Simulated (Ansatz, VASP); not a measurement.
**Ba2TeS in VASP and in Ansatz**

```
S Ba Te
1.0
     4.56694    0.00000    0.00000
     0.00000    4.79268    0.00000
     0.00000    0.00000    6.78397
S Ba Te
1 2 1
Direct
  0.00000 0.00000 0.00000
  0.00000 0.00000 0.50000
  0.50000 0.50000 0.00000
  0.50000 0.50000 0.50000
```

Change from the starting cell: uniaxial_x strain -4.7%.

Alike in both runs: task single point; functional PBE; k mesh 6 × 6 × 4; occupations fermi-dirac, width 0.02 eV; no spin polarisation.

```csv
,VASP,Ansatz
version,VASP 6.6.1,Ansatz 0.2.0
potentials or method,"VASP PAW PBE potentials, release 64 (S, Ba_sv, Te)","plane waves, PAW"
plane-wave cutoff (eV),520,420
valence electrons in the cell,32,42
```

Ansatz gave:

| Property | Result |
| --- | --- |
| gap on the k mesh at the Fermi level (eV) | 1.56 |
| pressure (GPa) | 1.9 |
| largest component of the traceless stress (GPa) | 1.30 |

Q: Estimate VASP's values.

A: gap on the k mesh at the Fermi level (eV): 1.45; pressure (GPa): 2.3; largest component of the traceless stress (GPa): 1.34.

The two sets of potentials don't hold the same shells in valence.

Caveats: spin-orbit coupling is left out, which moves the levels of the heavy elements. A k mesh can miss the band edges.
